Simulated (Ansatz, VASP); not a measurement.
## Si2Mo (Si2Mo (I4/mmm)): VASP beside Ansatz

One calculation is typed for both programs; each brings its own data sets. How far apart do they land? The cell is taken from a series of runs on this material, whose earlier steps may have relaxed, scaled, displaced or heated it; both programs get it as it stands.

Calculated with Ansatz 0.2.0; plane waves, with VASP 6.6.1 beside it; relaxation of cell and atoms at PBEsol.

### Step 1. Starting point

It takes space group I4/mmm (No. 139, tetragonal). Conventional cell: a = 3.204 Å, b = 3.204 Å, c = 7.816 Å, α = 90.00°, β = 90.00°, γ = 90.00°. Nearest to Si lie 5 Si at 2.57 to 2.63 Å and 5 Mo at 2.61 to 2.62 Å. Nearest to Mo lie 10 Si at 2.61 to 2.62 Å. Farther neighbours are not listed.

### Step 2. Ansatz: relaxation of cell and atoms, PBEsol

Ansatz runs on its default PAW (the set named soft_2) files.

The relaxed volume is the usual yardstick between codes: in a stiff, nearly cubic crystal its relative difference is about their pressure difference at one cell divided by the bulk modulus.

input.yaml

```yaml
crystal:
  lattice:
    - [-1.6021323, 1.6021323, 3.908096]
    - [1.6021323, -1.6021323, 3.908096]
    - [1.6021323, 1.6021323, -3.908096]
  atoms:
    - { symbol: Si, position: [0.66457063, 0.66457063, 0.0] }
    - { symbol: Si, position: [0.33542937, 0.33542937, 0.0] }
    - { symbol: Mo, position: [0.0, 0.0, 0.0] }
basis:
  ecutwfc: 420
  xc_grid: 2
hamiltonian:
  xc: pbesol
kpoints:
  mp_grid: { grid: [17, 17, 17] }
scf:
  occupations: { method: fermi_dirac, width: 0.05 }
  max_iter: 150
output:
  forces: true
  stress: true
relax:
  f_tol: 0.01
  max_steps: 60
  cell: {}
checkpoint:
  write: "../pbesol.run"
  compress: false
  write_wavefunctions: false
  write_every: 100000
```

The run is started by

```
ansatz run input.yaml --threads 1 --pin off --max-ram 2355MiB --backend cpu --events-out ev --progress --plain --runs-dir out
```

Numbers of over 12 decimals in the logs are rounded to 6 here.

What it wrote:

```text
Engine: ansatz 0.2.0, aarch64-unknown-linux-gnu
Pseudopotentials: kind: paw
Pseudopotential: Si, paw, valence charge 4, recommended cutoff 420 eV (normal), Si.paw.azcp
Pseudopotential: Mo, paw, valence charge 14, recommended cutoff 420 eV (normal), Mo.paw.azcp
Functional definition: PBEsol
  exchange = pbesol_x
  correlation = pbesol_c
Crystal: 3 atoms, lattice volume = 40.126 Å³
Basis set: ecut = 420 eV, 769 PW (Γ), exchange–correlation on 64×64×64 points (8 copies of the dense FFT grid, shifted against one another)
Bands: 15, of which v1, the nominal top of the filled ones, is band 11 counted from 1 (10 counted from 0)
Symmetry: 16 space group operations
Space group: I4/mmm (ITA 139), of the structure as read, at distance tolerance 3.4e-5 Å
k-points: 405 of 4913
Non-local potential: Si, projectors of the file, l = 0: 2, l = 1: 2, l = 2: 2
Non-local potential: Mo, projectors of the file, l = 0: 3, l = 1: 2, l = 2: 2, l = 3: 1
PAW form: soft (Blöchl's): semilocal exchange-correlation on the pseudo side does not see the compensation charge
PAW frozen core: Si, regenerated for the run's functional, and the local potential with it (the file was generated under x = pbe(κ = 0.804, μ = 0.219515), c = pbe(β = 0.066725))
PAW frozen core: Mo, regenerated for the run's functional, and the local potential with it (the file was generated under x = pbe(κ = 0.804, μ = 0.219515), c = pbe(β = 0.066725))
PAW one-centre angular grid: Si, 110 points (default); XC on 64 Gauss nodes
PAW one-centre angular grid: Mo, 590 points (default); XC on 64 Gauss nodes
Initial density: superposition of atomic densities (neutral atoms: chi_scale 0, normalization atom), corrected by the library's trained network
Initial wavefunctions: pseudopotential atomic-orbital guess
Functional: x = pbesol(κ = 0.804, μ = 0.123457), c = pbesol(β = 0.046)
SCF iter   1: F=—  HF=-6142.266878 eV  |F-HF|=—  |Δ(HF+E_count)|=         —  Δρ=5.20e-3  dr2=7.72e-3  ethr=1.77e-3  ⟨swp⟩=5.4  Hψ=34897  notcnv=0
preconditioner: auto → Kerker (q_TF=auto, 2.468 Å⁻¹)  [metal: Δε(μ)=0.016 eV  Ē_g=7.754 eV  σ=0.050 eV  W_gap=0.08  n_scr=10 (ndim 8)  ℏωp=21.9 eV  f_vac=0.000  D(μ)=0.25/eV (n_scr^D=0)]
SCF iter   2: F=—  HF=-6142.265478 eV  |F-HF|=—  |Δ(HF+E_count)|=   1.40e-3  Δρ=2.60e-3  dr2=1.75e-3  ethr=3.51e-5  ⟨swp⟩=1.4  Hψ=9841  notcnv=0
SCF iter   3: F=—  HF=-6142.265097 eV  |F-HF|=—  |Δ(HF+E_count)|=   3.81e-4  Δρ=6.42e-4  dr2=1.76e-4  ethr=7.94e-6  ⟨swp⟩=2.0  Hψ=10153  notcnv=0
SCF iter   4: F=—  HF=-6142.265053 eV  |F-HF|=—  |Δ(HF+E_count)|=   4.34e-5  Δρ=1.25e-4  dr2=5.98e-6  ethr=7.98e-7  ⟨swp⟩=2.6  Hψ=9101  notcnv=0
SCF iter   5: F=—  HF=-6142.265050 eV  |F-HF|=—  |Δ(HF+E_count)|=   3.47e-6  Δρ=2.13e-5  dr2=1.64e-7  ethr=2.72e-8  ⟨swp⟩=2.1  Hψ=8483  notcnv=0
SCF iter   6: F=-6142.265050 eV  HF=-6142.265050 eV  |F-HF|=9.69e-10  |Δ(HF+E_count)|=   2.13e-8  Δρ=3.00e-6  dr2=2.63e-9  ethr=4.55e-10  ⟨swp⟩=4.0  Hψ=19410  notcnv=0
SCF 1 converged in 6 iterations: F = -6142.265050 eV  dr2 = 2.63e-9
  greatest PAW one-centre occupation: 0.999 electrons in one spin orbital (limit 2), on the Mo atom at site 2 (counted from 0), in its partial waves of l = 0
relax step   1: F+E_penalty+E_count = -6142.26504969 eV  Δ(F+E_penalty+E_count) = +0.000e0 eV  max|allowed force component| = 4.234e-2 eV/Å  Δτ_max = 0.0000 Å  P = -1.643 GPa  Ω = 40.126 Å³  (6 SCF iters, dr2 threshold 1.00e-7 eV, accepted)
[...]
relax step   2: F+E_penalty+E_count = -6142.26725136 eV  Δ(F+E_penalty+E_count) = -2.202e-3 eV  max|allowed force component| = 2.218e-2 eV/Å  Δτ_max = 0.0019 Å  P = +0.568 GPa  Ω = 39.690 Å³  energy of the carried Pulay correction = +9.482e-5 eV  (5 SCF iters, dr2 threshold 3.00e-7 eV, accepted)
[...]
relax step   3: F+E_penalty+E_count = -6142.26767866 eV  Δ(F+E_penalty+E_count) = -4.273e-4 eV  max|allowed force component| = 1.265e-2 eV/Å  Δτ_max = 0.0003 Å  P = -0.018 GPa  Ω = 39.802 Å³  energy of the carried Pulay correction = +7.033e-5 eV  (3 SCF iters, dr2 threshold 3.00e-7 eV, accepted)
[...]
relax step   4: F+E_penalty+E_count = -6142.26768677 eV  Δ(F+E_penalty+E_count) = -8.109e-6 eV  max|allowed force component| = 5.251e-3 eV/Å  Δτ_max = 0.0004 Å  P = -0.005 GPa  Ω = 39.799 Å³  energy of the carried Pulay correction = +7.101e-5 eV  (4 SCF iters, dr2 threshold 1.00e-8 eV, accepted)
[...]
relax step   5: F+E_penalty+E_count = -6142.26761964 eV  Δ(F+E_penalty+E_count) = +6.714e-5 eV  max|allowed force component| = 5.271e-3 eV/Å  Δτ_max = 0.0000 Å  P = -0.008 GPa  Ω = 39.799 Å³  stress off target by 8.06e-3 GPa  SCF on the basis re-selected at this cell (its energy is not comparable with the rows above)  (4 SCF iters)
basis re-selected at this cell: Δ(F+E_penalty+E_count) = +6.714e-5 eV, ΔP = -0.002 GPa vs the last step (what re-selecting the basis moved, of the pressure what is left beyond the Pulay correction that the steps carried, after the strain that the cell walked since its last selection, with what the two solves' SCF thresholds leave and, on support functions, any second-order correction that the steps lacked; it is no m [...]
SCF converged after 4 iterations
Free energy (F): -6142.267620 eV
Harris-Foulkes:  -6142.267620 eV  (|F-HF|=1.00e-11)
Internal energy: -6142.265532 eV  (E = F + TS)
E sigma→0 (E₀):  -6142.266576 eV
Entropy (-TS):   -0.002087 eV (-0.696 meV/atom)
Fermi energy:    16.079956 eV
--- Per-component energies (eV) ---
  E_band       = -44.067621
  E_kinetic    = 532.250793
  E_local      = -1144.331098  (includes V_loc(G=0)·N_el)
  E_nonlocal   = 194.886936
  E_hartree    = 426.259285
  E_xc         = -297.047617
  E_vxc        = -329.133851  (∫ρ·V_xc dr)
  E_paw        = -4141.765924  (= ΣΔE_a)
  E_vpaw       = -150.258890  (= ΣTr[D̂ρ^β])
  E_aug_tail   = 0.000042  (compensation charges beyond the density's cutoff)
  E_ewald      = -1712.790370
  E_core_change = 0.272421  (= ΣΔE_core)
  E_smearing   = -0.002087  (= −TS)
  E_closure    = 0.000000  (closes the sum)
  Σ components = -6142.267620   (vs F -6142.267620, Δ=0.00e0)
--- Forces (eV/Å), atoms counted from 1 ---
  atom   1  Si     0.00000000     0.00000000     0.00527097
  atom   2  Si    -0.00000000     0.00000000    -0.00527097
  atom   3  Mo    -0.00000000     0.00000000    -0.00000000
  max |Σ_I F_I| component: 5.55e-17 eV/Å
--- Stress (GPa, compression-positive) ---
       -0.008064      -0.000000       0.000000
       -0.000000      -0.008064       0.000000
        0.000000       0.000000      -0.006475
  P = ⅓ Tr σ = -0.0075 GPa (-0.075 kbar)
--- Relaxed structure (4 steps of the walk, 4 accepted, 1 SCFs on fresh bases) ---
  F+E_penalty+E_count = -6142.26761964 eV   max|allowed force component| = 5.271e-3 eV/Å   (the final SCF, on the basis selected at the relaxed cell)
  cell:  # Å, volume = 39.7991 Å³
    - [-1.595106, 1.595106, 3.910518]
    - [1.595106, -1.595106, 3.910518]
    - [1.595106, 1.595106, -3.910518]
  atoms:
    - { symbol: Si, position: [0.664900, 0.664900, 0] }
    - { symbol: Si, position: [0.335100, 0.335100, 0] }
    - { symbol: Mo, position: [0, 0, 0] }
```

### Step 3. VASP: relaxation of cell and atoms, PBEsol

The same cell, functional, mesh and smearing now go to VASP, with its own data sets.

Lines of VASP's logs that name or quote its potential files are left out, and so is its time.

INCAR

```
SYSTEM = Si2Mo
PREC = Accurate
ENCUT = 500
EDIFF = 1E-07
NELM = 120
ISMEAR = -1
SIGMA = 0.05
LREAL = .FALSE.
ALGO = Normal
GGA = PS
NBANDS = 17
LASPH = .TRUE.
LORBIT = 11
LWAVE = .FALSE.
LCHARG = .FALSE.
ISIF = 3
IBRION = 2
NSW = 80
EDIFFG = -0.005
GGA_COMPAT = .FALSE.
NELMIN = 4
```

POSCAR

```
Si2Mo
1.0
   -1.6021320000      1.6021320000      3.9080960000
    1.6021320000     -1.6021320000      3.9080960000
    1.6021320000      1.6021320000     -3.9080960000
Si Mo
2 1
Direct
    0.6645706758      0.6645706758      0.0000000000
    0.3354293242      0.3354293242      0.0000000000
    0.0000000000      0.0000000000      0.0000000000
```

KPOINTS

```
Automatic mesh
0
Gamma
17 17 17
0 0 0
```

The projector-augmented-wave data sets are Si and Mo_sv (PBE family, release 64).

The run is started by

```
mpirun -np 1 vasp_std
```

What it wrote:

```text
[banner, memory and clock lines left out]
running    1 mpi-ranks, on    1 nodes
 distrk:  each k-point on    1 cores,    1 groups
 distr:  one band on    1 cores,    1 groups

 POSCAR found type information on POSCAR SiMo
 POSCAR found :  2 types and       3 ions
|                                                                             |
|               ----> ADVICE to this user running VASP <----                  |
|                                                                             |
|     You enforced a specific xc type in the INCAR file but a different       |
|     [... a line on the potential file left out ...]
|     I HOPE YOU KNOW WHAT YOU ARE DOING!                                     |
|                                                                             |

 LDA part: xc-table for (Slater+PW92), standard interpolation
 POSCAR, INCAR and KPOINTS ok, starting setup
 FFT: planning ... GRIDC
 FFT: planning ... GRID_SOFT
 FFT: planning ... GRID
 WAVECAR not read
 entering main loop
       N       E                     dE             d eps       ncg     rms          rms(c)
DAV:   1     0.116020048269E+03    0.11602E+03   -0.11120E+04 13810   0.119E+03
DAV:   2    -0.232396312534E+02   -0.13926E+03   -0.13683E+03 16939   0.305E+02
DAV:   3    -0.260392138327E+02   -0.27996E+01   -0.27723E+01 17265   0.390E+01
DAV:   4    -0.260549051453E+02   -0.15691E-01   -0.15662E-01 16967   0.317E+00
DAV:   5    -0.260550079292E+02   -0.10278E-03   -0.10277E-03 17157   0.261E-01    0.227E+01
DAV:   6    -0.252532433521E+02    0.80176E+00   -0.63408E+00 14856   0.166E+01    0.492E+00
DAV:   7    -0.251204330159E+02    0.13281E+00   -0.92685E-01 14491   0.591E+00    0.465E+00
DAV:   8    -0.250797077185E+02    0.40725E-01   -0.11351E-01 14998   0.252E+00    0.437E-01
DAV:   9    -0.250787051258E+02    0.10026E-02   -0.21233E-03 17470   0.374E-01    0.240E-01
DAV:  10    -0.250785993085E+02    0.10582E-03   -0.55957E-04 15474   0.208E-01    0.591E-02
DAV:  11    -0.250785860237E+02    0.13285E-04   -0.19188E-04 15137   0.105E-01    0.411E-02
DAV:  12    -0.250785824998E+02    0.35239E-05   -0.25076E-05 14716   0.361E-02    0.765E-03
DAV:  13    -0.250785821617E+02    0.33805E-06   -0.65190E-07 15523   0.728E-03    0.202E-03
DAV:  14    -0.250785820551E+02    0.10667E-06   -0.25306E-08  7769   0.104E-03    0.629E-04
DAV:  15    -0.250785820299E+02    0.25153E-07   -0.32796E-09  7356   0.407E-04
   1 F= -.25078582E+02 E0= -.25077548E+02  d E =-.250786E+02
[...]
2 F= -.25078204E+02 E0= -.25077160E+02  d E =0.378077E-03
[...]
3 F= -.25080316E+02 E0= -.25079277E+02  d E =-.173371E-02
[...]
4 F= -.25080407E+02 E0= -.25079358E+02  d E =-.910479E-04
[...]
5 F= -.25080477E+02 E0= -.25079432E+02  d E =-.161265E-03
 curvature:  -0.30 expect dE=-0.657E-05 dE for cont linesearch -0.829E-08
 trial: gam= 0.02864 g(F)=  0.166E-04 g(S)=  0.563E-05 ort = 0.430E-05 (trialstep = 0.824E+00)
 search vector abs. value=  0.230E-04
 bond charge predicted
       N       E                     dE             d eps       ncg     rms          rms(c)
DAV:   1    -0.250804971054E+02   -0.20165E-04   -0.54726E-04 14551   0.176E-01    0.185E-02
DAV:   2    -0.250804895012E+02    0.76042E-05   -0.40734E-05 15325   0.435E-02    0.108E-02
DAV:   3    -0.250804880891E+02    0.14121E-05   -0.40597E-06 15461   0.135E-02    0.422E-03
DAV:   4    -0.250804877365E+02    0.35259E-06   -0.13207E-06 16527   0.826E-03    0.101E-03
DAV:   5    -0.250804877641E+02   -0.27598E-07   -0.71013E-08  7234   0.192E-03
   6 F= -.25080488E+02 E0= -.25079443E+02  d E =-.107604E-04
 trial-energy change:   -0.000011  1 .order   -0.000011   -0.000018   -0.000003
 step:   0.9870(harm=  0.9870)  dis= 0.00068  next Energy=   -25.080488 (dE=-0.110E-04)
 reached required accuracy - stopping structural energy minimisation
```

OUTCAR, selected parts (step 3):

```text
ion  position               nearest neighbor table
   1  0.665  0.665  0.000-   2 2.57   3 2.61   3 2.61   3 2.61   3 2.61   3 2.62   2 2.63   2 2.63
                             2 2.63   2 2.63
   2  0.335  0.335  0.000-   1 2.57   3 2.61   3 2.61   3 2.61   3 2.61   3 2.62   1 2.63   1 2.63
                             1 2.63   1 2.63
   3  0.000  0.000  0.000-   1 2.61   1 2.61   1 2.61   2 2.61   1 2.61   2 2.61   2 2.61   2 2.61
                             1 2.62   2 2.62

  LATTYP: Found a body centered tetragonal cell.
 ALAT       =     3.2042640000
 C/A-ratio  =     2.4393096199

 Subroutine GETGRP returns: Found 16 space group operations
 (whereof 16 operations were pure point group operations)

The static configuration has the point symmetry D_4h.

 Found    405 irreducible k-points:

   k-points           NKPTS =    405   k-points in BZ     NKDIM =    405   number of bands    NBANDS=     17

   dimension x,y,z NGX =    36 NGY =   36 NGZ =   36
   dimension x,y,z NGXF=    72 NGYF=   72 NGZF=   72

   ENCUT  =  500.0 eV  36.75 Ry    6.06 a.u.   8.24  8.24  8.24*2*pi/ulx,y,z

   NELECT =      22.0000    total number of electrons

 k-points in reciprocal lattice and weights: Automatic mesh
   0.00000000  0.00000000  0.00000000       0.000
   0.05882353 -0.00000000  0.00000000       0.002
   0.11764706 -0.00000000  0.00000000       0.002
   0.17647059 -0.00000000  0.00000000       0.002
   0.23529412 -0.00000000  0.00000000       0.002
   0.29411765  0.00000000  0.00000000       0.002
   0.35294118  0.00000000  0.00000000       0.002
   0.41176471 -0.00000000  0.00000000       0.002
   0.47058824 -0.00000000  0.00000000       0.002
[...]
-0.47058824  0.47058824  0.47058824       0.001
  -0.47058824 -0.47058824  0.47058824       0.000

 average (electrostatic) potential at core
       1 -77.0788       2 -77.0788       3 -68.8061

 E-fermi :  12.3079

 k-point     1 :       0.0000    0.0000    0.0000
  band No.  band energies     occupation
    ...
      6       5.8524      2.00000
      7       8.9168      2.00000
      8       9.1789      2.00000
      9       9.6745      2.00000
     10       9.6745      2.00000
     11      12.6924      0.00091
     12      15.4495      0.00000
     13      15.5348      0.00000
     14      15.8631      0.00000
     15      15.8631      0.00000
    ...

 k-point     2 :       0.0588   -0.0000    0.0000
  band No.  band energies     occupation
    ...
      6       5.8589      2.00000
      7       8.6560      2.00000
      8       9.1871      2.00000
      9       9.7168      2.00000
     10       9.8235      2.00000
     11      12.4875      0.05361
     12      15.2341      0.00000
     13      15.5105      0.00000
     14      15.6230      0.00000
     15      16.0817      0.00000
    ...

 k-point     3 :       0.1176   -0.0000    0.0000
  band No.  band energies     occupation
    ...
      7       8.1553      2.00000
      8       9.1913      2.00000
      9       9.8405      2.00000
     10      10.0275      2.00000
     11      12.0228      1.99334
     12      14.6906      0.00000
     13      14.9854      0.00000
     14      16.0221      0.00000
     15      16.4820      0.00000
     16      16.9600      0.00000
    ...

  Total        0.0004661      0.0004661     -0.0018851      0.0000000      0.0000000      0.0000000
  in kB        0.0187298      0.0187298     -0.0757554      0.0000000      0.0000000      0.0000000
  external PRESSURE =      -0.0127653 kB  Pullay stress =       0.0000000 kB

  energy-cutoff  :      500.00
  volume of cell :       39.87
      direct lattice vectors                 reciprocal lattice vectors
    -1.596072365  1.596072365  3.912552854     0.000000000  0.313269004  0.127793801
     1.596072365 -1.596072365  3.912552854     0.313269004  0.000000000  0.127793801
     1.596072365  1.596072365 -3.912552854     0.313269004  0.313269004  0.000000000

 POSITION                                       TOTAL-FORCE (eV/Angst)
 -----------------------------------------------------------------------------------
      0.00000      0.00000      5.20314         0.000000      0.000000      0.002346
      0.00000      0.00000      2.62196        -0.000000     -0.000000     -0.002346
      0.00000      0.00000      0.00000         0.000000      0.000000      0.000000
 -----------------------------------------------------------------------------------
    total drift:                               -0.000000     -0.000000      0.000000

  FREE ENERGIE OF THE ION-ELECTRON SYSTEM (eV)
  ---------------------------------------------------
  free  energy   TOTEN  =       -25.0804877641 eV

  energy  without entropy=      -25.0783982984  energy(sigma->0) =      -25.07944303

 reached required accuracy - stopping structural energy minimisation

 total charge
# of ion       s       p       d       tot
------------------------------------------
    1        0.742   0.883   0.000   1.624
    2        0.742   0.883   0.000   1.624
    3        2.290   6.212   4.213  12.714
--------------------------------------------------
tot          3.774   7.977   4.213  15.963

[... 3 further parts left out ...]
```

CONTCAR:

```
Si2Mo
   1.00000000000000
    -1.5960723653873421    1.5960723653873421    3.9125528540132448
     1.5960723653873421   -1.5960723653873421    3.9125528540132448
     1.5960723653873421    1.5960723653873421   -3.9125528540132448
  Si              Mo
     2     1
Direct
     0.6649296290678109    0.6649296290678109    0.0000000000000000
     0.3350703709321891    0.3350703709321891    0.0000000000000000
     0.0000000000000000    0.0000000000000000    0.0000000000000000
```

The run keeps the 16 symmetry operations of its start, so it cannot find a distortion of lower symmetry.

### Step 4. Comparison

Known differences besides the potentials themselves: the cutoff is 420 eV in Ansatz and 500 eV in VASP; Ansatz makes its cores anew for this functional, VASP keeps those of its PBE data sets; Ansatz adds a Pulay correction to the stress that steers its cell, VASP none. Total energies have different zeros and are not compared.

The two programs side by side:

```csv
quantity,Ansatz,VASP,difference
volume (Å³),39.80,39.87,-0.17 %
"edge a after relaxation, in the typed setting (Å)",4.514,4.517,-0.06 %
```

### Step 5. Results

```json
{"difference in volume (relaxation of cell and atoms, PBEsol)": "-0.17 %"}
```

**Reading.** The difference in volume is -0.17 % (relaxation of cell and atoms, PBEsol), within the 1.2 % picked in this series as the mark of a large difference, as far as the stopping tolerances let one tell. How closely two codes agree says nothing of how well the functional describes the real material.

[Lines on the potential files, build, host, timing and source positions are cut from VASP's logs without a mark.]

[Logs are printed without paths, hosts, clocks, repeated set-up lines and the standing remarks that a program may print on its own settings, such as how far it seeks lower states.]

[Hosts, paths, dates, database ids (printed as entryN), source tags and the programs' standing remarks are cut or masked in the printed files.]
